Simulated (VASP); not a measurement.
Cost and result of VASP (PAW) for the lattice constant a of AuZn (CsCl type). Static lattice. The cost counts the five points of the equation of state, each on the mesh and cut-off of its row, so the ratios hold those differences too. With PBE it took about 60 core-seconds. Costs are core time on shared hosts, one run each; read them as rough ratios.

| level | k-mesh | cut-off (eV) | lattice constant a (Å) | cost over PBE |
|---|---|---|---|---|
| PBE | 11×11×11 | 520 | 3.188 | reference |
| LDA | 12×12×12 | 520 | 3.101 | within a factor of 2 |
| PBEsol | 12×12×12 | 520 | (withheld) | within a factor of 2 |
| r2SCAN | 12×12×12 | 520 | 3.151 | about 9 times |
| SCAN | 12×12×12 | 520 | (withheld) | about 9 times |

**Question.** Some entries are withheld; supply them.

**Answer.** 
- PBEsol, lattice constant a (Å): 3.130
- SCAN, lattice constant a (Å): 3.124

Left out are levels that failed, ran on another kind of processor or have no fit band path; at most nine are shown.

The compound is AuZn in the CsCl type structure.
